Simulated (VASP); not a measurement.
TaRu₃ (space group P6_3/mmc): computed properties

Method: PBEsol GGA, VASP's PBE PAW potentials (set 64) (plane waves; VASP 6.6.1).

- space group = P6_3/mmc (194)
- cell = a = b = 5.515 Å, c = 4.346 Å, α = β = 90.00°, γ = 120.00°
- volume per atom = 14.31 Å³/atom
- band gap (over mesh and band path) = none (metal, semimetal or under 0.01 eV)
- density = 14.05 g/cm³

```
Ru3Ta
1.0
    5.51468     0.00000     0.00000
   -2.75734     4.77586     0.00000
    0.00000     0.00000     4.34601
Ta Ru
2 6
Direct
  0.66667   0.33333   0.25000
  0.33333   0.66667   0.75000
  0.33137   0.16568   0.75000
  0.66863   0.83432   0.25000
  0.16568   0.33137   0.25000
  0.83432   0.66863   0.75000
  0.83432   0.16568   0.75000
  0.16568   0.83432   0.25000
```

Unless said otherwise, spin-orbit coupling is left out, though it shifts the bands of the heavy elements here.

The structure comes from a computed database's TaRu3 entry (P6_3/mmc); how it stands against other phases isn't given here. It was relaxed first. Symmetry was kept, so distortions that lower it aren't found.
